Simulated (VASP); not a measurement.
## Shielding tensors and field gradients of BaLiF3

Aim: NMR shielding tensors and field gradients of BaLiF3. The cell has space group Pm-3m, a computed entry that need not be the common form of this compound. The start is a computed cell from the Materials Project.

Method: LDA; plane waves and PAW (Ba_sv_GW, F, Li_sv), in the first sound run; inputs show where later runs differ, in VASP 6.6.1.

### Step 1. Set-up

Symmetry: Pm-3m, No. 221, cubic system. Conventional cell: a = 3.989 Å, b = 3.989 Å, c = 3.989 Å, α = 90.00°, β = 90.00°, γ = 90.00°. Nearest to Ba lie 12 F at 2.82 Å. Nearest to F lie 2 Li at 1.99 Å and 4 Ba at 2.82 Å. Nearest to Li lie 6 F at 1.99 Å. Farther neighbours and most contacts between anions are not listed.

Coordinates:

```cif
data_structure
_symmetry_space_group_name_H-M 'P 1'
_symmetry_Int_Tables_number 1
_cell_length_a 3.9886
_cell_length_b 3.9886
_cell_length_c 3.9886
_cell_angle_alpha 90.000
_cell_angle_beta 90.000
_cell_angle_gamma 90.000
_cell_volume 63.45
loop_
_atom_site_label
_atom_site_type_symbol
_atom_site_fract_x
_atom_site_fract_y
_atom_site_fract_z
_atom_site_occupancy
Ba1 Ba 0.00000 0.00000 0.00000 1
F2 F 0.50000 0.00000 0.50000 1
F3 F 0.50000 0.50000 0.00000 1
F4 F 0.00000 0.50000 0.50000 1
Li5 Li 0.50000 0.50000 0.50000 1
```

### Step 2. Ground state

The next steps need an insulator, so the gap is checked first.

The input, INCAR:

```
SYSTEM = BaLiF3
PREC = Accurate
ENCUT = 650
EDIFF = 1E-07
NELM = 100
ISMEAR = 0
SIGMA = 0.01
LREAL = .FALSE.
ALGO = Normal
GGA = CA
NBANDS = 23
LORBIT = 11
LWAVE = .FALSE.
LCHARG = .FALSE.
KPAR = 4
```

The input, POSCAR:

```
BaLiF3
1.0
    3.9885816400      0.0000000000      0.0000000000
    0.0000000000      3.9885816400      0.0000000000
    0.0000000000      0.0000000000      3.9885816400
Ba F Li
1 3 1
Direct
    0.0000000000      0.0000000000      0.0000000000
    0.5000000000      0.0000000000      0.5000000000
    0.5000000000      0.5000000000      0.0000000000
    0.0000000000      0.5000000000      0.5000000000
    0.5000000000      0.5000000000      0.5000000000
```

The input, KPOINTS:

```
Automatic mesh
0
Gamma
5 5 5
0 0 0
```

Potentials, in the order of the species: Ba_sv_GW, F and Li_sv (PBE family, release 64).

Started as:

```
> mpirun -np 4 vasp_std
```

What it wrote:

```text
[banner, memory and clock lines left out]
running    4 mpi-ranks, on    1 nodes
 distrk:  each k-point on    1 cores,    4 groups
 distr:  one band on    1 cores,    1 groups

 POSCAR found type information on POSCAR BaF Li
 POSCAR found :  3 types and       5 ions
|                                                                             |
|               ----> ADVICE to this user running VASP <----                  |
|                                                                             |
|     You enforced a specific xc type in the INCAR file but a different       |
|     [... a line on the potential file left out ...]
|     I HOPE YOU KNOW WHAT YOU ARE DOING!                                     |
|                                                                             |

 LDA part: xc-table for (Slater(with rela. corr.)+CA(PZ))
 , standard interpolation
 POSCAR, INCAR and KPOINTS ok, starting setup
 FFT: planning ... GRIDC
 FFT: planning ... GRID_SOFT
 FFT: planning ... GRID
 WAVECAR not read
 entering main loop
       N       E                     dE             d eps       ncg     rms          rms(c)
DAV:   1     0.492708492492E+03    0.49271E+03   -0.18266E+04   460   0.188E+03
DAV:   2     0.240990607454E+02   -0.46861E+03   -0.45240E+03   632   0.526E+02
DAV:   3    -0.301596278380E+02   -0.54259E+02   -0.51764E+02   720   0.200E+02
DAV:   4    -0.332559962159E+02   -0.30964E+01   -0.30881E+01   882   0.380E+01
DAV:   5    -0.333924250509E+02   -0.13643E+00   -0.13624E+00   618   0.557E+00    0.807E+00
DAV:   6    -0.310202017540E+02    0.23722E+01   -0.74996E+00   636   0.238E+01    0.290E+00
DAV:   7    -0.309492804693E+02    0.70921E-01   -0.14407E+00   715   0.902E+00    0.243E+00
DAV:   8    -0.308750596467E+02    0.74221E-01   -0.19844E-01   658   0.359E+00    0.618E-01
DAV:   9    -0.308578562166E+02    0.17203E-01   -0.33311E-02   698   0.172E+00    0.150E-01
DAV:  10    -0.308579219109E+02   -0.65694E-04   -0.35091E-03   621   0.458E-01    0.114E-01
DAV:  11    -0.308579293062E+02   -0.73954E-05   -0.42111E-04   785   0.145E-01    0.519E-02
DAV:  12    -0.308579136764E+02    0.15630E-04   -0.89825E-05   718   0.749E-02    0.755E-03
DAV:  13    -0.308579139512E+02   -0.27482E-06   -0.72522E-06   690   0.202E-02    0.118E-02
DAV:  14    -0.308579138043E+02    0.14691E-06   -0.36741E-07   635   0.566E-03    0.594E-03
DAV:  15    -0.308579137437E+02    0.60639E-07   -0.60142E-07   652   0.549E-03
   1 F= -.30857914E+02 E0= -.30857914E+02  d E =-.748752E-40
```

It took 10 s on 4 MPI ranks of AMD EPYC 7R43, shared host; peak memory 0.63 GiB; 39 s of CPU time.

Lines that name or quote the potential files are left out of all logs, and their timing lines are given in words.

From OUTCAR (step 2):

```text
ion  position               nearest neighbor table
   1  0.000  0.000  0.000-
   2  0.500  0.000  0.500-   5 1.99   5 1.99
   3  0.500  0.500  0.000-   5 1.99   5 1.99
   4  0.000  0.500  0.500-   5 1.99   5 1.99
   5  0.500  0.500  0.500-   2 1.99   3 1.99   4 1.99   3 1.99   2 1.99   4 1.99

  LATTYP: Found a simple cubic cell.
 ALAT       =     3.9885816400

 Subroutine GETGRP returns: Found 48 space group operations
 (whereof 48 operations were pure point group operations)

The static configuration has the point symmetry O_h .

 Found     10 irreducible k-points:

   k-points           NKPTS =     10   k-points in BZ     NKDIM =     10   number of bands    NBANDS=     23

   dimension x,y,z NGX =    36 NGY =   36 NGZ =   36
   dimension x,y,z NGXF=    72 NGYF=   72 NGZF=   72

   ENCUT  =  650.0 eV  47.77 Ry    6.91 a.u.   8.29  8.29  8.29*2*pi/ulx,y,z

   NELECT =      34.0000    total number of electrons

 k-points in reciprocal lattice and weights: Automatic mesh
   0.00000000  0.00000000  0.00000000       0.008
   0.20000000  0.00000000  0.00000000       0.048
   0.40000000  0.00000000  0.00000000       0.048
   0.20000000  0.20000000  0.00000000       0.096
   0.40000000  0.20000000  0.00000000       0.192
   0.40000000  0.40000000  0.00000000       0.096
   0.20000000  0.20000000  0.20000000       0.064
   0.40000000  0.20000000  0.20000000       0.192
   0.40000000  0.40000000  0.20000000       0.192
   0.40000000  0.40000000  0.40000000       0.064

 average (electrostatic) potential at core
       1 -80.8860       2 -74.5647       3 -74.5647       4 -74.5647       5 -57.8996

 E-fermi :   0.8264

 k-point     1 :       0.0000    0.0000    0.0000
  band No.  band energies     occupation
    ...
     13      -0.1336      2.00000
     14      -0.1336      2.00000
     15       0.7350      2.00000
     16       0.7350      2.00000
     17       0.7350      2.00000
     18       7.2823      0.00000
     19       7.2823      0.00000
     20       8.6664      0.00000
     21      10.6053      0.00000
     22      10.6053      0.00000
    ...

 k-point     2 :       0.2000    0.0000    0.0000
  band No.  band energies     occupation
    ...
     13      -0.1954      2.00000
     14      -0.1954      2.00000
     15       0.3906      2.00000
     16       0.6141      2.00000
     17       0.6141      2.00000
     18       7.7566      0.00000
     19       7.9447      0.00000
     20       9.5168      0.00000
     21      10.7390      0.00000
     22      10.9281      0.00000
    ...

 k-point     3 :       0.4000    0.0000    0.0000
  band No.  band energies     occupation
    ...
     13      -0.2035      2.00000
     14      -0.1134      2.00000
     15      -0.1134      2.00000
     16       0.3394      2.00000
     17       0.3394      2.00000
     18       8.5904      0.00000
     19       9.0468      0.00000
     20      10.9992      0.00000
     21      11.4219      0.00000
     22      11.4219      0.00000
    ...

  Total       -2.4567464     -2.4567464     -2.4567464     -0.0000000      0.0000000      0.0000000
  in kB      -62.0319539    -62.0319539    -62.0319539     -0.0000000      0.0000000      0.0000000
  external PRESSURE =     -62.0319539 kB  Pullay stress =       0.0000000 kB

  energy-cutoff  :      650.00
  volume of cell :       63.45
      direct lattice vectors                 reciprocal lattice vectors
     3.988581640  0.000000000  0.000000000     0.250715691  0.000000000  0.000000000
     0.000000000  3.988581640  0.000000000     0.000000000  0.250715691  0.000000000
     0.000000000  0.000000000  3.988581640     0.000000000  0.000000000  0.250715691

 POSITION                                       TOTAL-FORCE (eV/Angst)
 -----------------------------------------------------------------------------------
      0.00000      0.00000      0.00000         0.000000      0.000000      0.000000
      1.99429      0.00000      1.99429         0.000000      0.000000      0.000000
      1.99429      1.99429      0.00000         0.000000      0.000000      0.000000
      0.00000      1.99429      1.99429         0.000000      0.000000      0.000000
      1.99429      1.99429      1.99429         0.000000      0.000000      0.000000
 -----------------------------------------------------------------------------------
    total drift:                                0.000000      0.000000      0.000000

  FREE ENERGIE OF THE ION-ELECTRON SYSTEM (eV)
  ---------------------------------------------------
  free  energy   TOTEN  =       -30.8579137437 eV

  energy  without entropy=      -30.8579137437  energy(sigma->0) =      -30.85791374

 total charge
# of ion       s       p       d       f       tot
--------------------------------------------------
    1        1.875   4.521   0.078   0.017   6.492
    2        1.717   4.350   0.000   0.000   6.067
    3        1.717   4.350   0.000   0.000   6.067
    4        1.717   4.350   0.000   0.000   6.067
    5        2.020   0.068   0.000   0.000   2.088
--------------------------------------------------
tot          9.046  17.639   0.078   0.017  26.781

[... 3 further parts left out ...]
```

The gap is read on the k-mesh alone, so it is an upper bound where the band edges lie off the mesh. The PAW data sets were made with PBE, though LDA sets exist; this is a small mismatch.

A gap read on the k-mesh alone can miss the band edges.

Numbers from this step:

```
free energy (TOTEN)            : -30.86 eV
Fermi energy                   : 0.8264 eV
pressure                       : -6.203 GPa
gap on the k-mesh              : 6.547 eV
least direct gap on the k-mesh : 6.547 eV
```

The cell has a gap of 6.55 eV on this mesh and a pressure of -6.2 GPa, which holds the misfit of the given cell and coordinates with this functional, and any error of cutoff, mesh and data sets. Spin-orbit coupling is left out, which can shift or reorder these edges.

(Continued in part 2 of 3.)

[Lines on the potential files, build, host, timing and source positions are cut from VASP's logs without a mark.]

[Logs are printed without paths, hosts, clocks, repeated set-up lines and the standing remarks that a program may print on its own settings, such as how far it seeks lower states.]

[Hosts, paths, dates, database ids (printed as entryN), source tags and the programs' standing remarks are cut or masked in the printed files.]
